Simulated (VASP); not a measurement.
A run of VASP 6.6.1 is set up as follows.

The input INCAR:

```
PREC = Accurate
ENCUT = 520
EDIFF = 1E-7
ISMEAR = 1
SIGMA = 0.05
LREAL = False
LASPH = True
NELM = 100
ALGO = Fast
ISIF = 2
LWAVE = False
LCHARG = False
GGA = PE
NBANDS = 14
```

The input KPOINTS:

```
Automatic mesh
0
Gamma
  8 8 8
```

The input POSCAR:

```
ZrB
1.0
    3.0367527563      0.0000000000      0.0000000000
    0.0000000000      3.0367527563      0.0000000000
    0.0000000000      0.0000000000      3.0367527563
Zr B
1 1
Direct
    0.0000000000      0.0000000000      0.0000000000
    0.5000000000      0.5000000000      0.5000000000
```

Potentials or basis: VASP PAW PBE potentials, release 64 (Zr_sv, B).

Run with:

```sh
$ cat potpaw_PBE.64/Zr_sv/POTCAR potpaw_PBE.64/B/POTCAR > POTCAR
$ mpirun -np 1 vasp_std > vasp.out
```

Predict the pressure.

-2.2 GPa.

Estimate the band gap on the k mesh.

none (metal or under the smearing width).
